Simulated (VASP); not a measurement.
# Ru: core levels with PBE

Ru:

```
Ru
1.0
     5.41160    0.00000    0.00000
    -2.70580    4.68658    0.00000
     0.00000    0.00000    8.56380
Ru
16
Direct
  0.16667 0.33333 0.12500
  0.16667 0.33333 0.62500
  0.16667 0.83333 0.12500
  0.16667 0.83333 0.62500
  0.66667 0.33333 0.12500
  0.66667 0.33333 0.62500
  0.66667 0.83333 0.12500
  0.66667 0.83333 0.62500
  0.33333 0.16667 0.37500
  0.33333 0.16667 0.87500
  0.33333 0.66667 0.37500
  0.33333 0.66667 0.87500
  0.83333 0.16667 0.37500
  0.83333 0.16667 0.87500
  0.83333 0.66667 0.37500
  0.83333 0.66667 0.87500
```

```yaml
Program: VASP 6.6.1
Task: core levels
Functional: PBE
Potentials_or_basis: VASP PAW PBE potentials, release 64 (Ru_pv)
Cutoff: 520 eV
k_mesh: 7 × 7 × 4
Occupations: methfessel-paxton, width 0.1 eV
Spin: no spin polarisation
Further_INCAR_settings: ALGO = Fast; EDIFF = 1e-06
```

```yaml
Pressure: 4.4 GPa
Band_gap_on_the_k_mesh: none (metal or under the smearing width)
```

Stress tensor (GPa, compression positive):
```
5.01 0.00 0.00
0.00 5.01 0.00
0.00 0.00 3.32
```

Levels at points of the mesh, in eV from the Fermi level:
| k point | band 110 | band 111 | band 112 | band 113 | band 114 | band 115 |
| --- | --- | --- | --- | --- | --- | --- |
| (0.00, 0.00, 0.00) | 0.46 | 0.56 | 0.56 | 0.56 | 0.56 | 1.20 |
| (0.00, 0.00, 0.50) | 0.79 | 0.80 | 0.80 | 0.80 | 0.80 | 0.80 |

Core levels (eV, on the scale of the bands):
```
atom                                                                          levels
1 Ru  1s -21917.4, 2s -3137.8, 2p -2808.3, 3s -539.5, 3p -431.3, 3d -257.3, 4s -60.1
2 Ru  1s -21917.4, 2s -3137.8, 2p -2808.3, 3s -539.5, 3p -431.3, 3d -257.3, 4s -60.1
3 Ru  1s -21917.4, 2s -3137.8, 2p -2808.3, 3s -539.5, 3p -431.3, 3d -257.3, 4s -60.1
4 Ru  1s -21917.4, 2s -3137.8, 2p -2808.3, 3s -539.5, 3p -431.3, 3d -257.3, 4s -60.1
5 Ru  1s -21917.4, 2s -3137.8, 2p -2808.3, 3s -539.5, 3p -431.3, 3d -257.3, 4s -60.1
6 Ru  1s -21917.4, 2s -3137.8, 2p -2808.3, 3s -539.5, 3p -431.3, 3d -257.3, 4s -60.1
```

Wall time 3.1 min on 4 MPI ranks on Intel(R) Xeon(R) Platinum 8488C (Sapphire Rapids) (shared host), peak memory 0.61 GiB a rank.
